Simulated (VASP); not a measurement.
# Mo2Rh (Fmmm) in VASP: single point with LDA

Aim: the single point of Mo2Rh with LDA.

All numbers are computed with VASP 6.6.1; they aren't measurements. Logs are shortened: lines on timing, memory, paths and dates and some standing lists are left out, and cuts for length are marked.

**1. The structure**

It takes space group Fmmm (No. 69, orthorhombic). Conventional cell: a = 3.751 Å, b = 3.948 Å, c = 12.418 Å, α = 90.00°, β = 90.00°, γ = 90.00°. Around Mo (site symmetry mm2) lie 8 Mo at 2.72 to 2.99 Å and 4 Rh at 2.73 to 2.80 Å. Rh (site symmetry mmm) is surrounded by 4 Rh at 2.72 Å and 8 Mo at 2.73 to 2.80 Å.

The cell comes from a database or a generator and needn't be the stable form of this composition.

**2. Single point, LDA**

Contents of INCAR:

```
ALGO = Fast
EDIFF = 1E-6
ENCUT = 520
ISIF = 2
ISMEAR = 0
LASPH = T
LCHARG = F
LREAL = F
LWAVE = F
NBANDS = 28
NELM = 100
PREC = Accurate
SIGMA = 0.1
```

Contents of KPOINTS:

```
k-points
0
Gamma
  9 9 9
```

Contents of POSCAR:

```
Mo2Rh
1.0
    0.0000000000      1.9737520000      6.2088030000
    1.8753320000      0.0000000000      6.2088030000
    1.8753320000      1.9737520000      0.0000000000
Mo Rh
2 1
Direct
    0.3405790000      0.3405790000      0.6594210000
    0.6594210000      0.6594210000      0.3405790000
    0.0000000000      0.0000000000      0.0000000000
```

Potentials or basis: VASP PAW LDA potentials, release 64 (Mo_sv, Rh_pv).

Started as:

```
$ cat potpaw_LDA.64/Mo_sv/POTCAR potpaw_LDA.64/Rh_pv/POTCAR > POTCAR
$ mpirun -np 1 vasp_std > vasp.out
```

OUTCAR:

```text
EDIFF = 1E-6
   ENCUT = 520
   ISIF = 2
   ISMEAR = 0
   LASPH = T
   LREAL = F
   NELM = 100
   PREC = Accurate

 ion  position               nearest neighbor table
   1  0.341  0.341  0.659-   3 2.73   3 2.73   3 2.80   3 2.80   2 2.93   2 2.93   2 2.99   2 2.99

   2  0.659  0.659  0.341-   3 2.73   3 2.73   3 2.80   3 2.80   1 2.93   1 2.93   1 2.99   1 2.99

   3  0.000  0.000  0.000-   2 2.73   2 2.73   1 2.73   1 2.73   1 2.80   2 2.80   2 2.80   1 2.80

  LATTYP: Found a face centered orthorhombic cell.
 ALAT       =     3.7506640000
 B/A-ratio  =     1.0524813740
 C/A-ratio  =     3.3107753720

  Lattice vectors:

 A1 = (   0.0000000000,   1.9737520000,   6.2088030000)
 A2 = (   1.8753320000,   0.0000000000,   6.2088030000)
 A3 = (   1.8753320000,   1.9737520000,   0.0000000000)

Analysis of symmetry for initial positions (statically):
=====================================================================
 Subroutine PRICEL returns:
 Original cell was already a primitive cell.

 Routine SETGRP: Setting up the symmetry group for a
 face centered orthorhombic supercell.

 Subroutine GETGRP returns: Found  8 space group operations
 (whereof  8 operations were pure point group operations)
 out of a pool of  8 trial point group operations.

The static configuration has the point symmetry D_2h.

Analysis of symmetry for dynamics (positions and initial velocities):
=====================================================================
 Subroutine PRICEL returns:
 Original cell was already a primitive cell.

 Routine SETGRP: Setting up the symmetry group for a
 face centered orthorhombic supercell.

 Subroutine GETGRP returns: Found  8 space group operations
 (whereof  8 operations were pure point group operations)
 out of a pool of  8 trial point group operations.

The dynamic configuration has the point symmetry D_2h.

 Subroutine INISYM returns: Found  8 space group operations
 (whereof  8 operations are pure point group operations),
 and found     1 'primitive' translations

----------------------------------------------------------------------------------------

[... 87 lines left out ...]
   ICHARG =      2    charge: 1-file 2-atom 10-const
   ISPIN  =      1    spin polarized calculation?
   LNONCOLLINEAR =      F non collinear calculations
   LSORBIT =      F    spin-orbit coupling
   LASPH  =      T    aspherical Exc in radial PAW
   ENCUT  =  520.0 eV  38.22 Ry    6.18 a.u.  12.11 12.06  5.06*2*pi/ulx,y,z
   NELM   =    100;   NELMIN=  2; NELMDL= -5     # of ELM steps
   EDIFF  = 0.1E-05   stopping-criterion for ELM
   LREAL  =      F    real-space projection
   EDIFFG = 0.1E-04   stopping-criterion for IOM
   NSW    =      0    number of steps for IOM
   IBRION =     -1    ionic relax: 0-MD 1-quasi-New 2-CG
   NFREE  =      0    steps in history (QN), initial steepest desc. (CG)
   ISIF   =      2    stress and relaxation
   ISYM   =      2    0-nonsym 1-usesym 2-fastsym
   POTIM  = 0.5000    time-step for ionic-motion
   TEBEG  =    0.0;   TEEND  =   0.0 temperature during run
   PSTRESS=    0.0 pullay stress
   NELECT =      43.0000    total number of electrons
   NUPDOWN=      -1.0000    fix difference up-down
   EMIN   =  10.00;   EMAX   =-10.00  energy-range for DOS
   EFERMI =   0.00;   METHOD = LEGACY
   ISMEAR =     0;   SIGMA  =   0.10  broadening in eV -4-tet -1-fermi 0-gaus
   EFERMI_NEDOS =   21; number of points for ismear=-14 and -15
   IALGO  =     68    algorithm
   IMIX   =      4    mixing-type and parameters
     AMIX     =   0.40;   BMIX     =  1.00
     AMIX_MAG =   1.60;   BMIX_MAG =  1.00
  volume/ion in A,a.u.               =      15.32       103.39
  Fermi-wavevector in a.u.,A,eV,Ry     =   1.601136  3.025708 34.880374  2.563635
  Thomas-Fermi vector in A             =   2.698162
   LORBIT       =      0    0 simple, 1 ext, 2 COOP (PROOUT), +10 PAW based schemes
   GGA     = CA    functional components
   LHFCALC =     F    Hartree Fock is set to
   AEXX    =    0.0000 exact exchange contribution
   IVDW    =     0    specifies the selected vdW correction
   LEPSILON=     F    determine dielectric tensor
   LRPA    =     F    only Hartree local field effects (RPA)
 non-spin polarized calculation
 RMM-DIIS sequential band-by-band and
 Gauss-broadening in eV      SIGMA  =   0.10
  energy-cutoff  :      520.00
  volume of cell :       45.96
 maximum number of plane-waves:      1251
   NGX = 25   NGY = 25   NGZ = 11

 number of electron      43.0000000 magnetization

 Free energy of the ion-electron system (eV)
  ---------------------------------------------------
  ext. energy  EPLUGINS =         0.00000000
  ---------------------------------------------------
  free energy    TOTEN  =       -32.99111609 eV

  energy without entropy =      -32.97819896  energy(sigma->0) =      -32.98465752

 E-fermi :  11.7227     XC(G=0): -13.7035

 val. band max:       11.7212134219   @ k =  -0.3333   0.1111   0.2222
 cond. band min:      11.7287708036   @ k =   0.4444   0.1111   0.2222
 fundamental gap:      0.0075573817
 Fermi energy:        11.7226700721

 k-point     1 :       0.0000    0.0000    0.0000
  band No.  band energies     occupation
      1     -49.0072      2.00000
      2     -48.9195      2.00000
      3     -34.6069      2.00000
      4     -34.3720      2.00000
      5     -34.3424      2.00000
      6     -23.4797      2.00000
[... 733 lines left out ...]
     27      14.9774      0.00000
     28      15.1566      0.00000

 [... further k-points ...]

------------------------ aborting loop because EDIFF is reached ----------------------------------------

  FORCE on cell =-STRESS in cart. coord.  units (eV):
  Direction    XX          YY          ZZ          XY          YZ          ZX
  --------------------------------------------------------------------------------------
  -------------------------------------------------------------------------------------
  Total       -4.0694512     -4.3183459     -4.1387458      0.0000000      0.0000000      0.0000000
  in kB     -141.8527659   -150.5287246   -144.2682311      0.0000000      0.0000000      0.0000000
  external PRESSURE =    -145.5499072 kB  Pullay stress =       0.0000000 kB

 VOLUME and BASIS-vectors are now :
 -----------------------------------------------------------------------------
  energy-cutoff  :      520.00
  volume of cell :       45.96
      direct lattice vectors                 reciprocal lattice vectors
     0.000000000  1.973752000  6.208803000    -0.266619457  0.253324632  0.080530821
     1.875332000  0.000000000  6.208803000     0.266619457 -0.253324632  0.080530821
     1.875332000  1.973752000  0.000000000     0.266619457  0.253324632 -0.080530821

 POSITION                                       TOTAL-FORCE (eV/Angst)
 -----------------------------------------------------------------------------------
      1.87533      1.97375      4.22918         0.000000      0.000000      0.261340
      1.87533      1.97375      8.18843         0.000000      0.000000     -0.261340
      0.00000      0.00000      0.00000        -0.000000      0.000000      0.000000
 -----------------------------------------------------------------------------------
    total drift:                               -0.000000     -0.000000     -0.000000

  FREE ENERGIE OF THE ION-ELECTRON SYSTEM (eV)
  ---------------------------------------------------
  free  energy   TOTEN  =       -32.9911160911 eV

  energy  without entropy=      -32.9781989585  energy(sigma->0) =      -32.98465752
```

Run time: 2.5 min. Hardware: 1 thread of AMD EPYC 9R45 (Zen 5), shared host; peak memory 0.25 GiB.

Results:

```yaml
Free_energy: -32.9911 eV
Pressure: -14.6 GPa
Largest_force: 0.261 eV/Å
Band_gap_on_the_k_mesh: none (metal or under the smearing width)
```

Forces in eV/Å, atoms in the order of the input:
```
Mo   0.000  0.000  0.261
Mo   0.000  0.000 -0.261
Rh   0.000  0.000  0.000
```
